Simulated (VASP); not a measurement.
Here is a VASP 6.6.1 calculation.

Contents of INCAR:

```
ALGO     = Fast           # electronic algorithm
EDIFF    = 1E-4           # SCF threshold, eV
EDIFFG   = -0.08          # ionic threshold
ENCUT    = 520            # plane-wave cutoff, eV
GGA      = PE             # functional
IBRION   = 2              # ionic algorithm
ISIF     = 3              # what is computed and relaxed
ISMEAR   = 0              # smearing method
KPAR     = 2            
LASPH    = T              # aspherical terms in the spheres
LCHARG   = F              # write CHGCAR
LREAL    = F              # projectors in reciprocal space
LWAVE    = F              # write WAVECAR
NELM     = 60             # most SCF steps
NSW      = 24             # ionic steps
PREC     = Normal         # precision mode
SIGMA    = 0.15           # smearing width, eV
```

File KPOINTS:

```
k-points
0
Gamma
  4 4 2
```

Contents of POSCAR:

```
Sn2HBr3
1.0
    4.7689875900      0.0000000000      0.0000000000
   -2.3844937900      4.1300644000      0.0000000000
    0.0000000000      0.0000000000      9.3677721100
Sn H Br
2 1 3
Direct
    0.3333333300      0.6666666700      0.2478150000
    0.3333333300      0.6666666700      0.7521850000
    0.6666666700      0.3333333300      0.0000000000
    0.6666666700      0.3333333300      0.5000000000
    0.0000000000      0.0000000000      0.0000000000
    0.0000000000      0.0000000000      0.5000000000
```

Potentials or basis: VASP PAW PBE potentials, release 64 (Sn_d, H, Br).

Launch:

```console
$ cat potpaw_PBE.64/Sn_d/POTCAR potpaw_PBE.64/H/POTCAR potpaw_PBE.64/Br/POTCAR > POTCAR
$ mpirun -np 2 vasp_std > vasp.out
```

(1) Estimate the space group after relaxing (to 0.05 Å).

(2) Estimate the relaxed volume.

(3) Predict the band gap on the k mesh.

(4) What does it give for the relaxed cell?

Answers

(1) P-6m2 (No. 187).

(2) 25.90 Å³/atom.

(3) none (metal or under the smearing width).

(4) a = 5.204 Å, b = 5.204 Å, c = 6.628 Å, α = 90.00°, β = 90.00°, γ = 120.00°.

Caveat: the k mesh is coarse (spacing up to 0.38 Å⁻¹), so the values aren't converged; the volume moved by over 15 % at a fixed basis, so the end points are rough.
